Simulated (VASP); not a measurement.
Computed with PBE GGA, VASP's PBE PAW potentials (set 64) (plane waves; VASP).

The input files of a VASP run:

### POSCAR
```
ZnO
1
    1.6264887480    -2.8171615972     0.0000000000
    1.6264887480     2.8171615972     0.0000000000
    0.0000000000     0.0000000000     5.2533563422
Zn O
2 2
Direct
  0.6666670000   0.3333330000   0.5014449356
  0.3333330000   0.6666670000   0.0014449356
  0.6666670000   0.3333330000   0.8805550644
  0.3333330000   0.6666670000   0.3805550644
```

### INCAR
```
# general
SYSTEM   =  ZnO
PREC     =  Accurate
ENCUT    =  520   # plane-wave cut-off (eV)
LREAL    =  .FALSE.
LASPH    =  .TRUE.   # aspherical one-centre terms

# electronic loop
EDIFF    =  1E-7   # SCF stop (eV)
NELM     =  100
ALGO     =  Normal
LMAXMIX  =  4   # l cut-off of mixed one-centre charges

# smearing
ISMEAR   =  0
SIGMA    =  0.05

# functional
GGA      =  PE   # PBE

# ions
IBRION   =  2   # conjugate gradients
NSW      =  30
ISIF     =  4   # ions and shape, fixed volume
EDIFFG   =  -0.01   # ionic stop

# output
LWAVE    =  .FALSE.
LCHARG   =  .FALSE.
```

### KPOINTS
```
Automatic mesh
0
Gamma
  9 9 5
0 0 0
```

POTCAR, in this order: Zn O (PBE.64 set). Program: vasp_std.

The resulting files:

OUTCAR:
```
 ion  position               nearest neighbor table
   1  0.667  0.333  0.501-   4 1.98   4 1.98   4 1.98   3 1.99
   2  0.333  0.667  0.001-   3 1.98   3 1.98   3 1.98   4 1.99
   3  0.667  0.333  0.881-   2 1.98   2 1.98   2 1.98   1 1.99
   4  0.333  0.667  0.381-   1 1.98   1 1.98   1 1.98   2 1.99
  LATTYP: Found a hexagonal cell.
 ALAT       =     3.2529778837
 C/A-ratio  =     1.6149376141
 Subroutine PRICEL returns:
 Original cell was already a primitive cell.
 Subroutine GETGRP returns: Found 12 space group operations
The static configuration has the point symmetry C_3v.
 The point group associated with its full space group is C_6v.
The dynamic configuration has the point symmetry C_3v.
 Subroutine INISYM returns: Found 12 space group operations
 Subroutine IBZKPT returns following result:
 Found     36 irreducible k-points:

 Following reciprocal coordinates:
            Coordinates               Weight
  0.000000  0.000000  0.000000      1.000000
  0.111111 -0.000000  0.000000      6.000000
  0.222222  0.000000  0.000000      6.000000
  0.333333 -0.000000  0.000000      6.000000
  0.444444  0.000000  0.000000      6.000000
  0.111111  0.111111  0.000000      6.000000
  0.222222  0.111111  0.000000     12.000000
  0.333333  0.111111  0.000000     12.000000
  0.444444  0.111111  0.000000      6.000000
  0.222222  0.222222  0.000000      6.000000
  0.333333  0.222222  0.000000     12.000000
  0.333333  0.333333  0.000000      2.000000
  0.000000  0.000000  0.200000      2.000000
  0.111111 -0.000000  0.200000     12.000000
  0.222222  0.000000  0.200000     12.000000
  0.333333 -0.000000  0.200000     12.000000
  0.444444  0.000000  0.200000     12.000000
  0.111111  0.111111  0.200000     12.000000
  0.222222  0.111111  0.200000     24.000000
  0.333333  0.111111  0.200000     24.000000
...
```

OSZICAR:
```
       N       E                     dE             d eps       ncg     rms          rms(c)
DAV:   1     0.289497266054E+03    0.28950E+03   -0.19025E+04  1592   0.238E+03
DAV:   2     0.973617485756E+01   -0.27976E+03   -0.27037E+03  1716   0.447E+02
DAV:   3    -0.204892615618E+02   -0.30225E+02   -0.30006E+02  1866   0.155E+02
DAV:   4    -0.210788835970E+02   -0.58962E+00   -0.58883E+00  1728   0.230E+01
DAV:   5    -0.210833279286E+02   -0.44443E-02   -0.44441E-02  1842   0.192E+00    0.149E+01
DAV:   6    -0.177037336623E+02    0.33796E+01   -0.11893E+01  2702   0.731E+01    0.911E+00
DAV:   7    -0.178758545527E+02   -0.17212E+00   -0.26624E+00  1680   0.196E+01    0.543E+00
DAV:   8    -0.179015097923E+02   -0.25655E-01   -0.81799E-01  2388   0.919E+00    0.181E+00
DAV:   9    -0.178375659613E+02    0.63944E-01   -0.18889E-01  2506   0.796E+00    0.338E-01
DAV:  10    -0.178412842645E+02   -0.37183E-02   -0.56811E-02  1620   0.176E+00    0.154E-01
DAV:  11    -0.178412313381E+02    0.52926E-04   -0.16644E-03  2300   0.613E-01    0.392E-02
DAV:  12    -0.178412904031E+02   -0.59065E-04   -0.19289E-04  2248   0.309E-01    0.342E-02
DAV:  13    -0.178412851366E+02    0.52666E-05   -0.39934E-05  2000   0.142E-01    0.127E-02
DAV:  14    -0.178412859427E+02   -0.80608E-06   -0.16602E-05  1710   0.394E-02    0.522E-03
DAV:  15    -0.178412853560E+02    0.58662E-06   -0.20545E-06  2020   0.129E-02    0.154E-03
DAV:  16    -0.178412852876E+02    0.68479E-07   -0.11406E-07  1042   0.411E-03
   1 F= -.17841285E+02 E0= -.17841285E+02  d E =-.178413E+02
```

### OUTCAR
```
------------------------ aborting loop because EDIFF is reached ----------------------------------------
  FORCE on cell =-STRESS in cart. coord.  units (eV):
  Direction    XX          YY          ZZ          XY          YZ          ZX
  --------------------------------------------------------------------------------------
  Total        1.3019558      1.3019562      1.2491125      0.0000000      0.0000000      0.0000000
  in kB       43.3288467     43.3288605     41.5702323      0.0000000      0.0000000      0.0000000
  external PRESSURE =      42.7426465 kB  Pullay stress =       0.0000000 kB
  volume of cell :       48.14
      direct lattice vectors                 reciprocal lattice vectors
     1.626488748 -2.817161597  0.000000000     0.307410673 -0.177483606  0.000000000
     1.626488748  2.817161597  0.000000000     0.307410673  0.177483606  0.000000000
     0.000000000  0.000000000  5.253356342     0.000000000  0.000000000  0.190354496
  FREE ENERGIE OF THE ION-ELECTRON SYSTEM (eV)
  ---------------------------------------------------
  free  energy   TOTEN  =       -17.8412852876 eV

  energy  without entropy=      -17.8412852876  energy(sigma->0) =      -17.84128529

 reached required accuracy - stopping structural energy minimisation
```
(Selected blocks of OUTCAR.)

The compound is ZnO in the wurtzite structure. This cell is one point of a volume scan, at 0.97 of the reference volume.
